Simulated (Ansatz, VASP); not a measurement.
# InP: VASP beside Ansatz, part 3 of 3

One calculation is typed for both programs; each brings its own data sets. How far apart do they land? The cell is taken from a series of runs on this material, whose earlier steps may have relaxed, scaled, displaced or heated it; both programs get it as it stands.

VASP 6.6.1 and Ansatz 0.2.0.

So far. Step 5 (VASP: single point, r2SCAN, spin-orbit coupling, pair 2): The run ends at a pressure of 7.94 GPa.

**6. Ansatz: single point, r2SCAN, spin-orbit coupling, pair 2**

Level of this step: Ansatz beside VASP: Kohn-Sham DFT, plane waves, r2SCAN, spin-orbit coupling (Ansatz).

The same cell, functional, mesh and smearing now go to Ansatz, which takes its cutoff from its data sets.

The cell is taken from a series of runs on this material, whose earlier steps may have relaxed, scaled, displaced or heated it; both programs get it as it stands.

Contents of input.yaml:

```yaml
crystal:
  lattice:
    - [0.0, 2.861331922, 2.861331922]
    - [2.861331922, 0.0, 2.861331922]
    - [2.861331922, 2.861331922, 0.0]
  atoms:
    - { symbol: In, position: [0.0, 0.0, 0.0] }
    - { symbol: P, position: [0.75, 0.75, 0.75] }
kpoints:
  mp_grid: { grid: [6, 6, 6] }
hamiltonian:
  xc: r2scan
  pseudopotentials: { kind: paw_fr, azcp: { folder: soft_1 } }
scf:
  occupations: { method: gaussian, width: 0.01 }
  n_extra_bands: 16
output:
  eigenvalues: true
  eigenstates:
    kpoints:
      - [0.0, 0.0, 0.0]
      - [0.0, 0.003643161, 0.003643161]
      - [0.003643161, 0.0, 0.003643161]
      - [0.003643161, 0.003643161, 0.0]
      - [0.002576104, 0.002576104, 0.005152208]
      - [-0.002576104, 0.002576104, 0.0]
      - [0.002576104, 0.005152208, 0.002576104]
      - [-0.002576104, 0.0, 0.002576104]
      - [0.005152208, 0.002576104, 0.002576104]
      - [0.0, -0.002576104, 0.002576104]
      - [0.00420676, 0.00420676, 0.00420676]
      - [0.0, 0.0, 0.00420676]
      - [0.0, 0.00420676, 0.0]
      - [0.00420676, 0.0, 0.0]
      - [0.0, -0.003643161, -0.003643161]
      - [-0.003643161, 0.0, -0.003643161]
      - [-0.003643161, -0.003643161, 0.0]
      - [-0.002576104, -0.002576104, -0.005152208]
      - [0.002576104, -0.002576104, 0.0]
      - [-0.002576104, -0.005152208, -0.002576104]
      - [0.002576104, 0.0, -0.002576104]
      - [-0.005152208, -0.002576104, -0.002576104]
      - [0.0, 0.002576104, -0.002576104]
      - [-0.00420676, -0.00420676, -0.00420676]
      - [0.0, 0.0, -0.00420676]
      - [0.0, -0.00420676, 0.0]
      - [-0.00420676, 0.0, 0.0]
      - [0.0, 0.013661854, 0.013661854]
      - [0.013661854, 0.0, 0.013661854]
      - [0.013661854, 0.013661854, 0.0]
      - [0.009660389, 0.009660389, 0.019320779]
      - [-0.009660389, 0.009660389, 0.0]
      - [0.009660389, 0.019320779, 0.009660389]
      - [-0.009660389, 0.0, 0.009660389]
      - [0.019320779, 0.009660389, 0.009660389]
      - [0.0, -0.009660389, 0.009660389]
      - [0.01577535, 0.01577535, 0.01577535]
      - [0.0, 0.0, 0.01577535]
      - [0.0, 0.01577535, 0.0]
      - [0.01577535, 0.0, 0.0]
      - [0.0, -0.013661854, -0.013661854]
      - [-0.013661854, 0.0, -0.013661854]
      - [-0.013661854, -0.013661854, 0.0]
      - [-0.009660389, -0.009660389, -0.019320779]
      - [0.009660389, -0.009660389, 0.0]
      - [-0.009660389, -0.019320779, -0.009660389]
      - [0.009660389, 0.0, -0.009660389]
      - [-0.019320779, -0.009660389, -0.009660389]
      - [0.0, 0.009660389, -0.009660389]
      - [-0.01577535, -0.01577535, -0.01577535]
      - [0.0, 0.0, -0.01577535]
      - [0.0, -0.01577535, 0.0]
      - [-0.01577535, 0.0, 0.0]
      - [0.0, 0.0, 0.0]
      - [0.0, 0.003643161, 0.003643161]
      - [0.003643161, 0.0, 0.003643161]
      - [0.003643161, 0.003643161, 0.0]
      - [0.002576104, 0.002576104, 0.005152208]
      - [-0.002576104, 0.002576104, 0.0]
      - [0.002576104, 0.005152208, 0.002576104]
      - [-0.002576104, 0.0, 0.002576104]
      - [0.005152208, 0.002576104, 0.002576104]
      - [0.0, -0.002576104, 0.002576104]
      - [0.00420676, 0.00420676, 0.00420676]
      - [0.0, 0.0, 0.00420676]
      - [0.0, 0.00420676, 0.0]
      - [0.00420676, 0.0, 0.0]
      - [0.0, -0.003643161, -0.003643161]
      - [-0.003643161, 0.0, -0.003643161]
      - [-0.003643161, -0.003643161, 0.0]
      - [-0.002576104, -0.002576104, -0.005152208]
      - [0.002576104, -0.002576104, 0.0]
      - [-0.002576104, -0.005152208, -0.002576104]
      - [0.002576104, 0.0, -0.002576104]
      - [-0.005152208, -0.002576104, -0.002576104]
      - [0.0, 0.002576104, -0.002576104]
      - [-0.00420676, -0.00420676, -0.00420676]
      - [0.0, 0.0, -0.00420676]
      - [0.0, -0.00420676, 0.0]
      - [-0.00420676, 0.0, 0.0]
      - [0.0, 0.013661854, 0.013661854]
      - [0.013661854, 0.0, 0.013661854]
      - [0.013661854, 0.013661854, 0.0]
      - [0.009660389, 0.009660389, 0.019320779]
      - [-0.009660389, 0.009660389, 0.0]
      - [0.009660389, 0.019320779, 0.009660389]
      - [-0.009660389, 0.0, 0.009660389]
      - [0.019320779, 0.009660389, 0.009660389]
      - [0.0, -0.009660389, 0.009660389]
      - [0.01577535, 0.01577535, 0.01577535]
      - [0.0, 0.0, 0.01577535]
      - [0.0, 0.01577535, 0.0]
      - [0.01577535, 0.0, 0.0]
      - [0.0, -0.013661854, -0.013661854]
      - [-0.013661854, 0.0, -0.013661854]
      - [-0.013661854, -0.013661854, 0.0]
      - [-0.009660389, -0.009660389, -0.019320779]
      - [0.009660389, -0.009660389, 0.0]
      - [-0.009660389, -0.019320779, -0.009660389]
      - [0.009660389, 0.0, -0.009660389]
      - [-0.019320779, -0.009660389, -0.009660389]
      - [0.0, 0.009660389, -0.009660389]
      - [-0.01577535, -0.01577535, -0.01577535]
      - [0.0, 0.0, -0.01577535]
      - [0.0, -0.01577535, 0.0]
      - [-0.01577535, 0.0, 0.0]
      - [0.0, -0.5, -0.5]
      - [0.0, -0.496356839, -0.496356839]
      - [0.003643161, -0.5, -0.496356839]
      - [0.003643161, -0.496356839, -0.5]
      - [0.002576104, -0.497423896, -0.494847792]
      - [-0.002576104, -0.497423896, -0.5]
      - [0.002576104, -0.494847792, -0.497423896]
      - [-0.002576104, -0.5, -0.497423896]
      - [0.005152208, -0.497423896, -0.497423896]
      - [0.0, -0.502576104, -0.497423896]
      - [0.00420676, -0.49579324, -0.49579324]
      - [0.0, -0.5, -0.49579324]
      - [0.0, -0.49579324, -0.5]
      - [0.00420676, -0.5, -0.5]
      - [0.0, -0.503643161, -0.503643161]
      - [-0.003643161, -0.5, -0.503643161]
      - [-0.003643161, -0.503643161, -0.5]
      - [-0.002576104, -0.502576104, -0.505152208]
      - [0.002576104, -0.502576104, -0.5]
      - [-0.002576104, -0.505152208, -0.502576104]
      - [0.002576104, -0.5, -0.502576104]
      - [-0.005152208, -0.502576104, -0.502576104]
      - [0.0, -0.497423896, -0.502576104]
      - [-0.00420676, -0.50420676, -0.50420676]
      - [0.0, -0.5, -0.50420676]
      - [0.0, -0.50420676, -0.5]
      - [-0.00420676, -0.5, -0.5]
      - [0.0, -0.486338146, -0.486338146]
      - [0.013661854, -0.5, -0.486338146]
      - [0.013661854, -0.486338146, -0.5]
      - [0.009660389, -0.490339611, -0.480679221]
      - [-0.009660389, -0.490339611, -0.5]
      - [0.009660389, -0.480679221, -0.490339611]
      - [-0.009660389, -0.5, -0.490339611]
      - [0.019320779, -0.490339611, -0.490339611]
      - [0.0, -0.509660389, -0.490339611]
      - [0.01577535, -0.48422465, -0.48422465]
      - [0.0, -0.5, -0.48422465]
      - [0.0, -0.48422465, -0.5]
      - [0.01577535, -0.5, -0.5]
      - [0.0, -0.513661854, -0.513661854]
      - [-0.013661854, -0.5, -0.513661854]
      - [-0.013661854, -0.513661854, -0.5]
      - [-0.009660389, -0.509660389, -0.519320779]
      - [0.009660389, -0.509660389, -0.5]
      - [-0.009660389, -0.519320779, -0.509660389]
      - [0.009660389, -0.5, -0.509660389]
      - [-0.019320779, -0.509660389, -0.509660389]
      - [0.0, -0.490339611, -0.509660389]
      - [-0.01577535, -0.51577535, -0.51577535]
      - [0.0, -0.5, -0.51577535]
      - [0.0, -0.51577535, -0.5]
      - [-0.01577535, -0.5, -0.5]
magnetization:
  noncollinear: true
  spin_orbit: true
checkpoint:
  read: start.run
  write: ck
  compress: false
  write_wavefunctions: false
  write_every: 100000
```

Launch:

```sh
ansatz run input.yaml --threads 4 --pin off --max-ram 9216MiB --backend cpu --events-out ev --progress --plain --runs-dir out
```

Numbers of over 12 decimals in the logs are rounded to 6 here.

What it wrote:

```text
[...]
Crystal: 2 atoms, lattice volume = 46.853 Å³
Basis set: ecut = 500 eV, 1243 PW (Γ), exchange–correlation on 120×120×120 points (64 copies of the dense FFT grid, shifted against one another)
Bands: 34, of which v1, the nominal top of the filled ones, is band 18 counted from 1 (17 counted from 0)
Symmetry: 24 space group operations + 24 with time reversal
[...]
k-point 0: bands = [... 14 lower, 7.8431, 7.8431, 7.8431, 7.8431, 9.3883, 9.3883, 11.9055, 11.9055, ... 12 higher]
  k-point 1: bands = [... 14 lower, 7.4158, 7.4158, 7.4904, 7.5064, 10.2757, 10.2757, 12.5078, 12.5078, ... 12 higher]
  k-point 2: bands = [... 14 lower, 6.8575, 6.8575, 6.9571, 6.9709, 10.0285, 10.0285, 12.9395, 12.9395, ... 12 higher]
  k-point 15: bands = [... 14 lower, 4.4897, 4.5890, 4.6429, 4.6705, 11.3111, 11.3703, 11.8980, 11.9042, ... 12 higher]
[key lines of the parts left out:]
SCF converged after 2 iterations
Magnetization: |M| = 0.0000 μB,  M = (+0.0000, +0.0000, +0.0000) μB
Free energy (F): -6361.818982 eV
Fermi energy:    8.615731 eV
```

**7. Differences**

Compared:

```csv
quantity,Ansatz,VASP,difference
gap on the k mesh (eV),1.545,1.555,-0.010
```

A gap on the mesh is an upper bound, since the band edges may lie between its points.

**8. VASP: single point, r2SCAN, spin-orbit coupling, pair 3**

With cell and atoms fixed, the geometry can't cause a difference; cores, projectors, grids and the points listed under the comparison can. The cell compared in this pair holds 48.40 Å³, against 46.85 Å³ for the pair before.

Contents of INCAR:

```
SYSTEM = InP
PREC = Accurate
ENCUT = 440
EDIFF = 1E-06
NELM = 200
ISMEAR = 0
SIGMA = 0.01
LREAL = .FALSE.
ALGO = Normal
METAGGA = R2SCAN
LASPH = .TRUE.
LNONCOLLINEAR = .TRUE.
MAGMOM = 0 0 0 0 0 0
NBANDS = 30
GGA_COMPAT = .FALSE.
LSORBIT = .TRUE.
LORBIT = 11
LWAVE = .FALSE.
LCHARG = .FALSE.
ISIF = 2
EFERMI = MIDGAP
LMIXTAU = .TRUE.
KPAR = 2
```

Contents of POSCAR:

```
InP
1.0
    0.0000000000      2.8924357928      2.8924357928
    2.8924357928      0.0000000000      2.8924357928
    2.8924357928      2.8924357928      0.0000000000
In P
1 1
Direct
    0.0000000000      0.0000000000      0.0000000000
    0.7500000000      0.7500000000      0.7500000000
```

Contents of KPOINTS:

```
Automatic mesh
0
Gamma
6 6 6
0 0 0
```

Potentials, in the order of the species: In_d and P (PBE family, release 64).

Launch:

```sh
mpirun -np 2 vasp_ncl
```

What it wrote:

```text
[... set-up lines as in an earlier step ...]
 entering main loop
       N       E                     dE             d eps       ncg     rms          rms(c)
DAV:   1     0.130142246078E+03    0.13014E+03   -0.74217E+03  1326   0.128E+03
DAV:   2    -0.188385868577E+02   -0.14898E+03   -0.14152E+03  1328   0.350E+02
DAV:   3    -0.351258380847E+02   -0.16287E+02   -0.16013E+02  1608   0.127E+02
DAV:   4    -0.358374126650E+02   -0.71157E+00   -0.70985E+00  1616   0.264E+01
[...]
DAV:  14    -0.322782596054E+02    0.46760E-04   -0.90428E-05  1456   0.117E-01    0.217E-02
DAV:  15    -0.322783079117E+02   -0.48306E-04   -0.29735E-05  1484   0.527E-02    0.568E-03
DAV:  16    -0.322783075545E+02    0.35719E-06   -0.46363E-06  1534   0.212E-02
   1 F= -.32278308E+02 E0= -.32278308E+02  d E =0.000000E+00  mag=     0.0000     0.0000     0.0000
```

OUTCAR, selected parts (step 8):

```text
  Total        1.4661161      1.4661161      1.4661161      0.0000000     -0.0000000      0.0000000
  in kB       48.5353048     48.5353048     48.5353048      0.0000000     -0.0000000      0.0000000
  external PRESSURE =      48.5353048 kB  Pullay stress =       0.0000000 kB

 POSITION                                       TOTAL-FORCE (eV/Angst)
 -----------------------------------------------------------------------------------
      0.00000      0.00000      0.00000         0.000000      0.000000      0.000000
      4.33865      4.33865      4.33865        -0.000000     -0.000000     -0.000000
 -----------------------------------------------------------------------------------
    total drift:                                0.000000      0.000000      0.000000

  FREE ENERGIE OF THE ION-ELECTRON SYSTEM (eV)
  ---------------------------------------------------
  free  energy   TOTEN  =       -32.2783075545 eV

  energy  without entropy=      -32.2783075545  energy(sigma->0) =      -32.27830755

 magnetization (x)
# of ion       s       p       d       tot
------------------------------------------
    1        0.000   0.000   0.000   0.000
    2        0.000   0.000   0.000   0.000
--------------------------------------------------
tot          0.000   0.000   0.000   0.000

 magnetization (z)
# of ion       s       p       d       tot
------------------------------------------
    1        0.000   0.000  -0.000   0.000
    2        0.000  -0.000   0.000   0.000
--------------------------------------------------
tot          0.000  -0.000  -0.000   0.000

[... 2 parts as in an earlier step ...]

[... 2 further parts left out ...]
[key lines of the parts left out:]
E-fermi :   6.1706
```

The run ends at a pressure of 4.85 GPa.

**9. Ansatz: single point, r2SCAN, spin-orbit coupling, pair 3**

The same cell, functional, mesh and smearing now go to Ansatz, which takes its cutoff from its data sets.

The cell is taken from a series of runs on this material, whose earlier steps may have relaxed, scaled, displaced or heated it; both programs get it as it stands.

Contents of input.yaml:

```yaml
crystal:
  lattice:
    - [0.0, 2.8924357928, 2.8924357928]
    - [2.8924357928, 0.0, 2.8924357928]
    - [2.8924357928, 2.8924357928, 0.0]
  atoms:
    - { symbol: In, position: [0.0, 0.0, 0.0] }
    - { symbol: P, position: [0.75, 0.75, 0.75] }
kpoints:
  mp_grid: { grid: [6, 6, 6] }
hamiltonian:
  xc: r2scan
  pseudopotentials: { kind: paw_fr, azcp: { folder: soft_1 } }
scf:
  occupations: { method: gaussian, width: 0.01 }
  n_extra_bands: 16
output:
  eigenvalues: true
  eigenstates:
    kpoints:
      - [0.0, 0.0, 0.0]
      - [0.0, 0.003682764, 0.003682764]
      - [0.003682764, 0.0, 0.003682764]
      - [0.003682764, 0.003682764, 0.0]
      - [0.002604107, 0.002604107, 0.005208214]
      - [-0.002604107, 0.002604107, 0.0]
      - [0.002604107, 0.005208214, 0.002604107]
      - [-0.002604107, 0.0, 0.002604107]
      - [0.005208214, 0.002604107, 0.002604107]
      - [0.0, -0.002604107, 0.002604107]
      - [0.004252489, 0.004252489, 0.004252489]
      - [0.0, 0.0, 0.004252489]
      - [0.0, 0.004252489, 0.0]
      - [0.004252489, 0.0, 0.0]
      - [0.0, -0.003682764, -0.003682764]
      - [-0.003682764, 0.0, -0.003682764]
      - [-0.003682764, -0.003682764, 0.0]
      - [-0.002604107, -0.002604107, -0.005208214]
      - [0.002604107, -0.002604107, 0.0]
      - [-0.002604107, -0.005208214, -0.002604107]
      - [0.002604107, 0.0, -0.002604107]
      - [-0.005208214, -0.002604107, -0.002604107]
      - [0.0, 0.002604107, -0.002604107]
      - [-0.004252489, -0.004252489, -0.004252489]
      - [0.0, 0.0, -0.004252489]
      - [0.0, -0.004252489, 0.0]
      - [-0.004252489, 0.0, 0.0]
      - [0.0, 0.013810364, 0.013810364]
      - [0.013810364, 0.0, 0.013810364]
      - [0.013810364, 0.013810364, 0.0]
      - [0.009765402, 0.009765402, 0.019530804]
      - [-0.009765402, 0.009765402, 0.0]
      - [0.009765402, 0.019530804, 0.009765402]
      - [-0.009765402, 0.0, 0.009765402]
      - [0.019530804, 0.009765402, 0.009765402]
      - [0.0, -0.009765402, 0.009765402]
      - [0.015946834, 0.015946834, 0.015946834]
      - [0.0, 0.0, 0.015946834]
      - [0.0, 0.015946834, 0.0]
      - [0.015946834, 0.0, 0.0]
      - [0.0, -0.013810364, -0.013810364]
      - [-0.013810364, 0.0, -0.013810364]
      - [-0.013810364, -0.013810364, 0.0]
      - [-0.009765402, -0.009765402, -0.019530804]
      - [0.009765402, -0.009765402, 0.0]
      - [-0.009765402, -0.019530804, -0.009765402]
      - [0.009765402, 0.0, -0.009765402]
      - [-0.019530804, -0.009765402, -0.009765402]
      - [0.0, 0.009765402, -0.009765402]
      - [-0.015946834, -0.015946834, -0.015946834]
      - [0.0, 0.0, -0.015946834]
      - [0.0, -0.015946834, 0.0]
      - [-0.015946834, 0.0, 0.0]
      - [0.0, 0.0, 0.0]
      - [0.0, 0.003682764, 0.003682764]
      - [0.003682764, 0.0, 0.003682764]
      - [0.003682764, 0.003682764, 0.0]
      - [0.002604107, 0.002604107, 0.005208214]
      - [-0.002604107, 0.002604107, 0.0]
      - [0.002604107, 0.005208214, 0.002604107]
      - [-0.002604107, 0.0, 0.002604107]
      - [0.005208214, 0.002604107, 0.002604107]
      - [0.0, -0.002604107, 0.002604107]
      - [0.004252489, 0.004252489, 0.004252489]
      - [0.0, 0.0, 0.004252489]
      - [0.0, 0.004252489, 0.0]
      - [0.004252489, 0.0, 0.0]
      - [0.0, -0.003682764, -0.003682764]
      - [-0.003682764, 0.0, -0.003682764]
      - [-0.003682764, -0.003682764, 0.0]
      - [-0.002604107, -0.002604107, -0.005208214]
      - [0.002604107, -0.002604107, 0.0]
      - [-0.002604107, -0.005208214, -0.002604107]
      - [0.002604107, 0.0, -0.002604107]
      - [-0.005208214, -0.002604107, -0.002604107]
      - [0.0, 0.002604107, -0.002604107]
      - [-0.004252489, -0.004252489, -0.004252489]
      - [0.0, 0.0, -0.004252489]
      - [0.0, -0.004252489, 0.0]
      - [-0.004252489, 0.0, 0.0]
      - [0.0, 0.013810364, 0.013810364]
      - [0.013810364, 0.0, 0.013810364]
      - [0.013810364, 0.013810364, 0.0]
      - [0.009765402, 0.009765402, 0.019530804]
      - [-0.009765402, 0.009765402, 0.0]
      - [0.009765402, 0.019530804, 0.009765402]
      - [-0.009765402, 0.0, 0.009765402]
      - [0.019530804, 0.009765402, 0.009765402]
      - [0.0, -0.009765402, 0.009765402]
      - [0.015946834, 0.015946834, 0.015946834]
      - [0.0, 0.0, 0.015946834]
      - [0.0, 0.015946834, 0.0]
      - [0.015946834, 0.0, 0.0]
      - [0.0, -0.013810364, -0.013810364]
      - [-0.013810364, 0.0, -0.013810364]
      - [-0.013810364, -0.013810364, 0.0]
      - [-0.009765402, -0.009765402, -0.019530804]
      - [0.009765402, -0.009765402, 0.0]
      - [-0.009765402, -0.019530804, -0.009765402]
      - [0.009765402, 0.0, -0.009765402]
      - [-0.019530804, -0.009765402, -0.009765402]
      - [0.0, 0.009765402, -0.009765402]
      - [-0.015946834, -0.015946834, -0.015946834]
      - [0.0, 0.0, -0.015946834]
      - [0.0, -0.015946834, 0.0]
      - [-0.015946834, 0.0, 0.0]
magnetization:
  noncollinear: true
  spin_orbit: true
checkpoint:
  read: start.run
  write: ck
  compress: false
  write_wavefunctions: false
  write_every: 100000
```

Launch:

```sh
ansatz run input.yaml --threads 4 --pin off --max-ram 9216MiB --backend cpu --events-out ev --progress --plain --runs-dir out
```

What it wrote:

```text
[...]
Crystal: 2 atoms, lattice volume = 48.397 Å³
Basis set: ecut = 500 eV, 1243 PW (Γ), exchange–correlation on 120×120×120 points (64 copies of the dense FFT grid, shifted against one another)
Bands: 34, of which v1, the nominal top of the filled ones, is band 18 counted from 1 (17 counted from 0)
Symmetry: 24 space group operations + 24 with time reversal
[...]
k-point 0: bands = [... 14 lower, 7.3997, 7.3997, 7.3997, 7.3997, 8.7595, 8.7595, 11.4761, 11.4761, ... 12 higher]
  k-point 1: bands = [... 14 lower, 6.9918, 6.9918, 7.0658, 7.0806, 9.7091, 9.7091, 12.0455, 12.0455, ... 12 higher]
  k-point 2: bands = [... 14 lower, 6.4595, 6.4595, 6.5570, 6.5699, 9.4981, 9.4981, 12.4896, 12.4896, ... 12 higher]
  k-point 15: bands = [... 14 lower, 4.2005, 4.2901, 4.3444, 4.3788, 10.8832, 10.9418, 11.4014, 11.4094, ... 12 higher]
[key lines of the parts left out:]
SCF converged after 2 iterations
Magnetization: |M| = 0.0000 μB,  M = (+0.0000, +0.0000, +0.0000) μB
Free energy (F): -6361.880741 eV
Fermi energy:    8.079604 eV
```

**10. Comparison**

Both answers:

```csv
quantity,Ansatz,VASP,difference
gap on the k mesh (eV),1.360,1.369,-0.009
```

A gap on the mesh is an upper bound, since the band edges may lie between its points.

**11. Results**

```
difference in gap on the k mesh (single point, r2SCAN, spin-orbit coupling, pair 1) : -0.011 eV
difference in gap on the k mesh (single point, r2SCAN, spin-orbit coupling, pair 2) : -0.010 eV
difference in gap on the k mesh (single point, r2SCAN, spin-orbit coupling, pair 3) : -0.0090 eV
```

The difference in gap on the k mesh is -0.011 eV (single point, r2SCAN, spin-orbit coupling, pair 1), within the 0.08 eV picked in this series as the mark of a large difference. 5 further runs of this series are not shown here. How closely two codes agree says nothing of how well the functional describes the real material.

[Lines on the potential files, build, host, timing and source positions are cut from VASP's logs without a mark.]

[Logs are printed without paths, hosts, clocks, repeated set-up lines and the standing remarks that a program may print on its own settings, such as how far it seeks lower states.]

[Hosts, paths, dates, database ids (printed as entryN), source tags and the programs' standing remarks are cut or masked in the printed files.]
